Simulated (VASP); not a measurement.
MnSi2Mo2, 10 atoms in the cell. The structure is tetragonal, space group P4/mbm (No. 127). The conventional cell has a = 6.299 Å, b = 6.299 Å, c = 3.440 Å, α = 90.00°, β = 90.00°, γ = 90.00°. Mn (site symmetry 4/m) has 4 Si at 2.55 Å and 8 Mo at 2.88 Å as nearest neighbours. Si (site symmetry m2m) is surrounded by 1 Si at 1.96 Å. Mo (site symmetry m2m) is surrounded by 6 Si at 2.54 to 2.55 Å and 4 Mn at 2.88 Å. The cell was built by a generator and needn't be a form met in nature.

| Property | Result |
| --- | --- |
| Program | VASP 6.6.1 |
| Task | single point |
| Functional | PBE |
| Potentials or basis | VASP PAW PBE potentials, release 64 (Mn_pv, Si, Mo_sv) |
| Cutoff | 520 eV |
| k mesh | 3 × 3 × 5 |
| Occupations | fermi-dirac, width 0.1 eV |
| Spin | no spin polarisation |
| Dipole correction | no |
| Further INCAR settings | ALGO = Fast; EDIFF = 1e-06; NBANDS = 60 |

Potentials or basis: VASP PAW PBE potentials, release 64 (Mn_pv, Si, Mo_sv).

The run is started by

```console
$ cat potpaw_PBE.64/Mn_pv/POTCAR potpaw_PBE.64/Si/POTCAR potpaw_PBE.64/Mo_sv/POTCAR > POTCAR
$ mpirun -np 1 vasp_std > vasp.out
```

Hardware: 1 thread of Intel(R) Xeon(R) 6975P-C (Granite Rapids) (shared host).

Task: How long does it take, and how much memory?

Result: Wall time 69 s on 1 thread of Intel(R) Xeon(R) 6975P-C (Granite Rapids) (shared host), peak memory 0.25 GiB. Counts: scf iterations 20, k points 9.
